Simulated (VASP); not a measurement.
Data:

```xyz
5
Lattice="4.1549 0.0000 0.0000 0.0000 4.1549 0.0000 0.0000 0.0000 4.1549" Properties=species:S:1:pos:R:3 pbc="T T T"
Ba     0.0000     0.0000     0.0000
Hf     2.0774     2.0774     2.0774
O      2.0774     0.0000     2.0774
O      0.0000     2.0774     2.0774
O      2.0774     2.0774     0.0000
```

The numbers are results of PBEsol GGA, VASP's PBE PAW potentials (set 64) (plane waves; VASP), not measurements. Run with 520 eV cut-off, Gaussian smearing of 0.050 eV, potentials Ba_sv Hf_pv O.

Unless said otherwise, spin-orbit coupling is left out, though it shifts the bands of the heavy elements here.

**Question.** Give the energies of bands 11 to 22 at the high-symmetry points, in eV from the valence-band maximum.

**Answer.** 
| band | Γ | X | M | R |
|---|---|---|---|---|
| 11 | -1.67 | -4.00 | -4.32 | -4.49 |
| 12 | -1.67 | -2.13 | -3.92 | -3.80 |
| 13 | -1.67 | -2.13 | -3.81 | -3.80 |
| 14 | -1.01 | -1.88 | -2.51 | -2.54 |
| 15 | -1.01 | -1.77 | -2.51 | -2.54 |
| 16 | -1.01 | -1.77 | -1.00 | -2.54 |
| 17 | -0.20 | -1.76 | -0.93 | 0.00 |
| 18 | -0.20 | -0.51 | -0.93 | 0.00 |
| 19 | -0.20 | -0.51 | -0.08 | 0.00 |
| 20 | 3.50 | 4.08 | 6.28 | 6.01 |
| 21 | 3.50 | 6.39 | 6.28 | 6.01 |
| 22 | 3.50 | 6.39 | 6.63 | 6.01 |

The gap is indirect, 3.50 eV, from the valence maximum at R to the conduction minimum at Γ.

The compound is BaHfO3 in the cubic perovskite structure. It was relaxed first.
